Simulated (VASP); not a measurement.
An input for Quantum ESPRESSO's pw.x (written as the equivalent of a VASP run, and not itself run):

```
&CONTROL
  calculation = 'vc-relax'
  pseudo_dir = './pseudo'
  outdir = './out'
  tprnfor = .true.
  tstress = .true.
  nstep = 60
  forc_conv_thr = 0.00039
/
&SYSTEM
  ibrav = 0
  nat = 2
  ntyp = 2
  ecutwfc = 84
  occupations = 'smearing'
  smearing = 'methfessel-paxton'
  degauss = 0.00735
  input_dft = 'pbe'
  nspin = 2
  starting_magnetization(1) = 0.2
/
&ELECTRONS
  conv_thr = 7.3e-08
  electron_maxstep = 100
/
&IONS
/
&CELL
/
ATOMIC_SPECIES
  V 50.941 V.upf
  N 14.007 N.upf
CELL_PARAMETERS angstrom
     0.0000000    2.4192000    2.4192000
     2.4192000    0.0000000    2.4192000
     2.4192000    2.4192000    0.0000000
ATOMIC_POSITIONS crystal
  V    0.0000000  0.0000000  0.0000000
  N    0.5000000  0.5000000  0.5000000
K_POINTS automatic
  12 12 12 0 0 0
```

Write the VASP files for the same calculation (PBE).

This is not unique; one that fits is 
**INCAR**
```
LCHARG=.FALSE.
ENCUT=520   ! plane-wave cut-off (eV)
SYSTEM=VN
EDIFF=1E-6
LWAVE=.FALSE.
IBRION=2
PREC=Accurate
ALGO=Normal   ! blocked Davidson
ISIF=3   ! ions, shape and volume
LREAL=.FALSE.   ! projection in real space or not
MAGMOM=2.0 0.0
LASPH=.TRUE.   ! aspherical one-centre terms
LORBIT=10
ISPIN=2   ! spin-polarised
EDIFFG=-0.01
GGA=PE   ! PBE
LMAXMIX=4   ! l cut-off of mixed one-centre charges
ISMEAR=1
NSW=60
SIGMA=0.1
NELM=100
```

File POSCAR:
```
VN
1
    0.0000000000     2.4192000000     2.4192000000
    2.4192000000     0.0000000000     2.4192000000
    2.4192000000     2.4192000000     0.0000000000
V N
1 1
Direct
  0.0000000000   0.0000000000   0.0000000000
  0.5000000000   0.5000000000   0.5000000000
```

File KPOINTS:
```
Automatic
0
gamma
12 12 12
0 0 0
```

POTCAR, in this order: V_sv N (PBE.64 set). Program: vasp_std.

What does not carry over: the potentials are each code's own (VASP's PAW set, PseudoDojo norm-conserving files in pw.x), so ENCUT and ecutwfc are chosen apart and not converted; conv_thr bounds pw.x's estimated SCF error, while EDIFF bounds the energy change between steps; starting_magnetization is a fraction of the valence charge and MAGMOM a moment in μB, so they match only roughly; forc_conv_thr acts on force components and is met together with etot_conv_thr.

The structure was generated: VN was put into the rock salt type (Fm-3m), which need not be its known phase. This run relaxes it. Symmetry was kept, so distortions that lower it aren't found.
